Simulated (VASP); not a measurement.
Consider the following.

```
Si
1.0
    0.00000     2.73427     2.73427
    2.73427     0.00000     2.73427
    2.73427     2.73427     0.00000
Si
2
Direct
  0.00000   0.00000   0.00000
  0.25000   0.25000   0.25000
```

Calculation: PBE GGA, VASP's PBE PAW potentials (set 64) (plane waves; VASP). Settings: 520 eV cut-off, Gaussian smearing of 0.050 eV, potentials Si.

Task: Give the energies of bands 2 to 7 at the high-symmetry points, in eV from the valence-band maximum.

Result: 
```tsv
band	Γ	X	U	L	W
2	0.00	-7.75	-7.16	-6.87	-7.59
3	0.00	-2.79	-4.20	-1.18	-3.76
4	0.00	-2.79	-2.38	-1.18	-3.76
5	2.56	0.75	1.23	1.47	4.27
6	2.56	0.75	4.11	3.35	4.27
7	2.56	9.94	7.38	3.35	4.93
```

The gap is indirect, 0.61 eV, from the valence maximum at Γ to the conduction minimum at Γ-X at 0.86.

Measured: gap 1.23 eV (computed value off by -0.62 eV), as given by Wei Chen et al., Physical Review Materials (2018), doi:10.1103/physrevmaterials.2.073803 [zero-point renormalisation of 0.06 eV added back (the table's ZPR column)].

The compound is Si in the diamond structure. It was relaxed first.
